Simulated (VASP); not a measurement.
Here is the system:

```
CELL_PARAMETERS angstrom
      0.00000     1.97430     1.97430
      1.97430     0.00000     1.97430
      1.97430     1.97430     0.00000
ATOMIC_POSITIONS crystal
  Pt 0.00000 0.00000 0.00000
```

Calculation: rev-vdW-DF2, VASP's PBE PAW potentials (set 64) (plane waves; VASP). Run with 520 eV cut-off, Gaussian smearing of 0.050 eV, potentials Pt.

Problem. Give the energies of bands 1 to 6 at the high-symmetry points, in eV from the Fermi level.

Solution. 
```csv
band,Γ,X,U,L,W
1,-9.96,-6.82,-6.03,-7.09,-5.44
2,-3.65,-6.38,-5.26,-3.70,-4.37
3,-3.65,0.03,-2.73,-3.70,-4.37
4,-3.65,0.49,-1.25,-0.33,-1.91
5,-1.56,0.49,-0.15,0.06,0.50
6,-1.56,1.88,5.65,0.06,6.94
```

It has no gap at this level: it comes out as a metal or semimetal.

The compound is Pt in the fcc structure. It was relaxed first.
